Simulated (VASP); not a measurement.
These are SCAN meta-GGA, VASP's PBE PAW potentials (set 64) (plane waves; VASP) values and carry that method's errors.

The input files of a VASP run:

File KPOINTS:
```
K-points
0
gamma
 12 12 7
```

### INCAR
```
SYSTEM = Gd
PREC = Accurate
ENCUT = 520
EDIFF = 1E-7
NELM = 100
ALGO = Normal
LREAL = .FALSE.
LASPH = .TRUE.
ISMEAR = 1
SIGMA = 0.1
METAGGA = SCAN
LMIXTAU = .TRUE.
LMAXMIX = 6
LWAVE = .FALSE.
LCHARG = .FALSE.
ISIF = 4
IBRION = 2
NSW = 30
EDIFFG = -0.01
```

**POSCAR**
```
Gd
1
    1.8436584660    -3.1933099175     0.0000000000
    1.8436584660     3.1933099175     0.0000000000
    0.0000000000     0.0000000000     5.7110081161
Gd
2
Direct
  0.3333330000   0.6666670000   0.2500000000
  0.6666670000   0.3333330000   0.7500000000
```

POTCAR, in this order: Gd_3 (PBE.64 set). Program: vasp_std.

Output of the run:

### OUTCAR
```
 ion  position               nearest neighbor table
   1  0.333  0.667  0.250-   2 3.56   2 3.56   2 3.56   2 3.56   2 3.56   2 3.56
   2  0.667  0.333  0.750-   1 3.56   1 3.56   1 3.56   1 3.56   1 3.56   1 3.56
  LATTYP: Found a hexagonal cell.
 ALAT       =     3.6873167437
 C/A-ratio  =     1.5488249351
 Subroutine PRICEL returns:
 Original cell was already a primitive cell.
 Subroutine GETGRP returns: Found 24 space group operations
The static configuration has the point symmetry D_3d.
 The point group associated with its full space group is D_6h.
The dynamic configuration has the point symmetry D_3d.
 Subroutine INISYM returns: Found 24 space group operations
 Subroutine IBZKPT returns following result:
 Found     76 irreducible k-points:

 Following reciprocal coordinates:
            Coordinates               Weight
  0.000000  0.000000  0.000000      1.000000
  0.083333  0.000000  0.000000      6.000000
  0.166667  0.000000  0.000000      6.000000
  0.250000  0.000000  0.000000      6.000000
  0.333333  0.000000  0.000000      6.000000
  0.416667  0.000000  0.000000      6.000000
  0.500000  0.000000  0.000000      3.000000
  0.083333  0.083333  0.000000      6.000000
  0.166667  0.083333  0.000000     12.000000
  0.250000  0.083333  0.000000     12.000000
  0.333333  0.083333  0.000000     12.000000
  0.416667  0.083333  0.000000     12.000000
  0.166667  0.166667  0.000000      6.000000
  0.250000  0.166667  0.000000     12.000000
  0.333333  0.166667  0.000000     12.000000
  0.416667  0.166667  0.000000      6.000000
  0.250000  0.250000  0.000000      6.000000
  0.333333  0.250000  0.000000     12.000000
  0.333333  0.333333  0.000000      2.000000
  0.000000  0.000000  0.142857      2.000000
  0.083333  0.000000  0.142857     12.000000
  0.166667  0.000000  0.142857     12.000000
  0.250000  0.000000  0.142857     12.000000
  0.333333  0.000000  0.142857     12.000000
  0.416667  0.000000  0.142857     12.000000
  0.500000  0.000000  0.142857      6.000000
  0.083333  0.083333  0.142857     12.000000
  0.166667  0.083333  0.142857     24.000000
  0.250000  0.083333  0.142857     24.000000
  0.333333  0.083333  0.142857     24.000000
  0.416667  0.083333  0.142857     24.000000
  0.166667  0.166667  0.142857     12.000000
  0.250000  0.166667  0.142857     24.000000
  0.333333  0.166667  0.142857     24.000000
  0.416667  0.166667  0.142857     12.000000
  0.250000  0.250000  0.142857     12.000000
  0.333333  0.250000  0.142857     24.000000
  0.333333  0.333333  0.142857      4.000000
  0.000000  0.000000  0.285714      2.000000
  0.083333  0.000000  0.285714     12.000000
   k-points           NKPTS =     76   k-points in BZ     NKDIM =     76   number of bands    NBANDS=     13
   number of dos      NEDOS =    301   number of ions     NIONS =      2
   total plane-waves  NPLWV =  32928
   dimension x,y,z NGX =    28 NGY =   28 NGZ =   42
   dimension x,y,z NGXF=    56 NGYF=   56 NGZF=   84
   ions per type =               2
   PREC   = accura    normal or accurate (medium, high low for compatibility)
   ISTART =      0    job   : 0-new  1-cont  2-samecut
   ICHARG =      2    charge: 1-file 2-atom 10-const
   ISPIN  =      1    spin polarized calculation?
   LNONCOLLINEAR =      F non collinear calculations
   LSORBIT =      F    spin-orbit coupling
   INIWAV =      1    electr: 0-lowe 1-rand  2-diag
   ENCUT  =  520.0 eV  38.22 Ry    6.18 a.u.   6.86  6.86 10.62*2*pi/ulx,y,z
   NELM   =    100;   NELMIN=  2; NELMDL= -5     # of ELM steps
   EDIFF  = 0.1E-06   stopping-criterion for ELM
   LREAL  =      F    real-space projection
...
```

OSZICAR:
```
       N       E                     dE             d eps       ncg     rms          rms(c)
DAV:   1    -0.454476066050E+02   -0.45448E+02   -0.91756E+03  1976   0.127E+03
DAV:   2    -0.930922593617E+02   -0.47645E+02   -0.46695E+02  2186   0.242E+02
DAV:   3    -0.947762247498E+02   -0.16840E+01   -0.16119E+01  2701   0.277E+01
DAV:   4    -0.948188985354E+02   -0.42674E-01   -0.42314E-01  2782   0.412E+00
DAV:   5    -0.948209166908E+02   -0.20182E-02   -0.20043E-02  3091   0.502E-01    0.253E+01
DAV:   6    -0.921096564590E+02    0.27113E+01   -0.87860E-01  2445   0.908E+00    0.139E+01
DAV:   7    -0.906146661161E+02    0.14950E+01   -0.60546E-01  2321   0.781E+00    0.198E+00
DAV:   8    -0.916126866659E+02   -0.99802E+00   -0.63302E-01  2156   0.636E+00    0.333E+00
DAV:   9    -0.917223692828E+02   -0.10968E+00   -0.11626E-01  2046   0.484E+00    0.129E+00
DAV:  10    -0.917323818700E+02   -0.10013E-01   -0.49340E-02  1986   0.331E+00    0.108E+00
DAV:  11    -0.917653288584E+02   -0.32947E-01   -0.11949E-02  2411   0.124E+00    0.759E-01
DAV:  12    -0.917500362223E+02    0.15293E-01   -0.22364E-02  1996   0.232E+00    0.754E-01
DAV:  13    -0.917664978797E+02   -0.16462E-01   -0.64801E-03  2016   0.117E+00    0.181E-01
DAV:  14    -0.917471469368E+02    0.19351E-01   -0.10042E-01  1976   0.434E+00    0.534E-01
DAV:  15    -0.917472932697E+02   -0.14633E-03   -0.51606E-04  2767   0.188E-01    0.585E-01
DAV:  16    -0.917465996608E+02    0.69361E-03   -0.57297E-04  2041   0.349E-01    0.563E-01
DAV:  17    -0.917465787586E+02    0.20902E-04   -0.28967E-05  2601   0.607E-02    0.573E-01
DAV:  18    -0.917467714483E+02   -0.19269E-03   -0.86847E-04  2001   0.352E-01    0.605E-01
DAV:  19    -0.917489394503E+02   -0.21680E-02   -0.10154E-03  1996   0.424E-01    0.679E-01
DAV:  20    -0.917491480652E+02   -0.20861E-03   -0.10119E-04  2061   0.134E-01    0.727E-01
DAV:  21    -0.917493963171E+02   -0.24825E-03   -0.17843E-04  2001   0.198E-01    0.727E-01
DAV:  22    -0.917494259799E+02   -0.29663E-04   -0.13291E-05  2386   0.504E-02    0.712E-01
DAV:  23    -0.917484976081E+02    0.92837E-03   -0.33259E-04  1986   0.237E-01    0.742E-01
DAV:  24    -0.917483944129E+02    0.10320E-03   -0.37786E-05  2061   0.792E-02    0.763E-01
DAV:  25    -0.917484822997E+02   -0.87887E-04   -0.11112E-05  2071   0.450E-02    0.759E-01
DAV:  26    -0.917500595416E+02   -0.15772E-02   -0.99520E-04  1986   0.400E-01    0.628E-01
DAV:  27    -0.917502864485E+02   -0.22691E-03   -0.89016E-05  2782   0.106E-01    0.576E-01
DAV:  28    -0.917502163708E+02    0.70078E-04   -0.61098E-06  2628   0.250E-02    0.563E-01
DAV:  29    -0.917502048011E+02    0.11570E-04   -0.54241E-06  2011   0.345E-02    0.558E-01
DAV:  30    -0.917500559256E+02    0.14888E-03   -0.10825E-05  1996   0.379E-02    0.563E-01
DAV:  31    -0.917497068663E+02    0.34906E-03   -0.48696E-05  1986   0.954E-02    0.528E-01
DAV:  32    -0.917495613907E+02    0.14548E-03   -0.21188E-04  1991   0.183E-01    0.408E-01
DAV:  33    -0.917484465943E+02    0.11148E-02   -0.11953E-03  1976   0.435E-01    0.303E-01
DAV:  34    -0.917477922239E+02    0.65437E-03   -0.14944E-03  1976   0.500E-01    0.150E-01
DAV:  35    -0.917478548203E+02   -0.62596E-04   -0.17329E-04  2016   0.167E-01    0.126E-01
DAV:  36    -0.917478728238E+02   -0.18003E-04   -0.11198E-04  1981   0.137E-01    0.924E-02
DAV:  37    -0.917478524571E+02    0.20367E-04   -0.11290E-04  2256   0.152E-01    0.369E-02
DAV:  38    -0.917478402247E+02    0.12232E-04   -0.53608E-05  2006   0.110E-01    0.276E-02
DAV:  39    -0.917478259857E+02    0.14239E-04   -0.28637E-05  2166   0.704E-02    0.114E-02
DAV:  40    -0.917478240936E+02    0.18921E-05   -0.88918E-06  2186   0.404E-02    0.574E-03
DAV:  41    -0.917478223776E+02    0.17161E-05   -0.28126E-06  2096   0.218E-02    0.238E-03
DAV:  42    -0.917478226390E+02   -0.26139E-06   -0.22540E-06  2011   0.201E-02    0.107E-03
DAV:  43    -0.917478220479E+02    0.59111E-06   -0.81046E-07  2056   0.128E-02    0.811E-04
DAV:  44    -0.917478215422E+02    0.50562E-06   -0.91056E-08  1538   0.428E-03    0.798E-04
DAV:  45    -0.917478213111E+02    0.23113E-06   -0.72822E-08  1163   0.404E-03    0.594E-04
DAV:  46    -0.917478206566E+02    0.65456E-06   -0.71536E-08  1133   0.382E-03    0.624E-04
DAV:  47    -0.917478206920E+02   -0.35434E-07   -0.26428E-08  1003   0.208E-03
   1 F= -.91747821E+02 E0= -.91747648E+02  d E =-.917478E+02
       N       E                     dE             d eps       ncg     rms          rms(c)
DAV:   1    -0.917483027694E+02   -0.48211E-03   -0.21149E-02  1986   0.108E+00    0.893E-02
DAV:   2    -0.917480057781E+02    0.29699E-03   -0.47721E-04  2434   0.190E-01    0.605E-02
DAV:   3    -0.917480071855E+02   -0.14074E-05   -0.10773E-04  2251   0.118E-01    0.290E-02
DAV:   4    -0.917480160275E+02   -0.88420E-05   -0.12987E-04  2021   0.141E-01    0.177E-02
DAV:   5    -0.917480008538E+02    0.15174E-04   -0.10234E-04  1996   0.132E-01    0.105E-02
DAV:   6    -0.917479866812E+02    0.14173E-04   -0.22334E-05  2186   0.472E-02    0.455E-03
DAV:   7    -0.917479922216E+02   -0.55404E-05   -0.14281E-05  2011   0.484E-02    0.702E-03
DAV:   8    -0.917479900591E+02    0.21625E-05   -0.11557E-05  1986   0.469E-02    0.298E-03
DAV:   9    -0.917479888993E+02    0.11598E-05   -0.14807E-06  2536   0.162E-02    0.296E-03
DAV:  10    -0.917479910318E+02   -0.21326E-05   -0.35208E-07  2076   0.799E-03    0.449E-03
DAV:  11    -0.917479869611E+02    0.40707E-05   -0.20099E-07  2028   0.619E-03    0.851E-04
DAV:  12    -0.917479864494E+02    0.51167E-06   -0.11532E-07  1489   0.470E-03    0.463E-04
DAV:  13    -0.917479859441E+02    0.50530E-06   -0.41886E-08  1008   0.270E-03    0.197E-04
DAV:  14    -0.917479854973E+02    0.44675E-06   -0.12549E-08  1003   0.146E-03    0.776E-05
DAV:  15    -0.917479852886E+02    0.20878E-06   -0.28420E-09  1003   0.538E-04    0.125E-04
DAV:  16    -0.917479852704E+02    0.18161E-07   -0.14059E-09  1003   0.343E-04
   2 F= -.91747985E+02 E0= -.91747846E+02  d E =-.164578E-03
       N       E                     dE             d eps       ncg     rms          rms(c)
DAV:   1    -0.917485243515E+02   -0.53906E-03   -0.32816E-02  1986   0.135E+00    0.111E-01
DAV:   2    -0.917480673880E+02    0.45696E-03   -0.74201E-04  2426   0.237E-01    0.757E-02
DAV:   3    -0.917480681936E+02   -0.80560E-06   -0.16444E-04  2241   0.146E-01    0.369E-02
DAV:   4    -0.917480778491E+02   -0.96555E-05   -0.20716E-04  2011   0.179E-01    0.225E-02
DAV:   5    -0.917480584510E+02    0.19398E-04   -0.16996E-04  1976   0.170E-01    0.130E-02
DAV:   6    -0.917480390246E+02    0.19426E-04   -0.35150E-05  2196   0.597E-02    0.547E-03
DAV:   7    -0.917480479288E+02   -0.89042E-05   -0.22342E-05  2011   0.620E-02    0.868E-03
DAV:   8    -0.917480448721E+02    0.30568E-05   -0.19665E-05  1981   0.617E-02    0.393E-03
DAV:   9    -0.917480427155E+02    0.21566E-05   -0.51948E-06  2156   0.318E-02    0.287E-03
DAV:  10    -0.917480429324E+02   -0.21694E-06   -0.53821E-08  1733   0.135E-03    0.330E-03
DAV:  11    -0.917480421102E+02    0.82225E-06   -0.25391E-07  2046   0.672E-03    0.165E-03
DAV:  12    -0.917480412637E+02    0.84644E-06   -0.57684E-08   993   0.327E-03    0.129E-03
DAV:  13    -0.917480412450E+02    0.18736E-07   -0.11045E-07  1452   0.456E-03
   3 F= -.91748041E+02 E0= -.91747921E+02  d E =-.220553E-03
```

File OUTCAR:
```
------------------------ aborting loop because EDIFF is reached ----------------------------------------
  FORCE on cell =-STRESS in cart. coord.  units (eV):
  Direction    XX          YY          ZZ          XY          YZ          ZX
  --------------------------------------------------------------------------------------
  Total       -0.8620629     -0.8620628     -0.8634717      0.0000000     -0.0000000      0.0000000
  in kB      -20.5392814    -20.5392788    -20.5728471      0.0000000     -0.0000000      0.0000000
  external PRESSURE =     -20.5504691 kB  Pullay stress =       0.0000000 kB
  volume of cell :       67.25
      direct lattice vectors                 reciprocal lattice vectors
     1.839549553 -3.186193094  0.000000000     0.271805671 -0.156927087 -0.000000000
     1.839549553  3.186193094 -0.000000000     0.271805671  0.156927087  0.000000000
     0.000000000 -0.000000000  5.736549376     0.000000000  0.000000000  0.174320822
 POSITION                                       TOTAL-FORCE (eV/Angst)
 -----------------------------------------------------------------------------------
      1.83955      1.06207      1.43414        -0.000000     -0.000000      0.000000
      1.83955     -1.06207      4.30241         0.000000      0.000000      0.000000
 -----------------------------------------------------------------------------------
    total drift:                                0.000005      0.000120     -0.000012
  FREE ENERGIE OF THE ION-ELECTRON SYSTEM (eV)
  ---------------------------------------------------
  free  energy   TOTEN  =       -91.7480412450 eV

  energy  without entropy=      -91.7476802002  energy(sigma->0) =      -91.74792090

 reached required accuracy - stopping structural energy minimisation
```
(Selected blocks of OUTCAR.)

File CONTCAR:
```
Gd
   1.00000000000000
     1.8395495532628363   -3.1861930935424740    0.0000000000000000
     1.8395495532628363    3.1861930935424740   -0.0000000000000000
     0.0000000000000000   -0.0000000000000000    5.7365493757437918
  Gd
     2
Direct
     0.3333330000000032    0.6666669999999968    0.2500000000000000
     0.6666669999999968    0.3333330000000032    0.7500000000000000
```

The 4f electrons are frozen in the core of the lanthanide potential, so 4f levels, which can set the real gap, and their magnetism are missing.

The compound is Gd in the hcp structure. This cell is one point of a volume scan, at 1.06 of the reference volume. Symmetry was kept, so distortions that lower it aren't found.
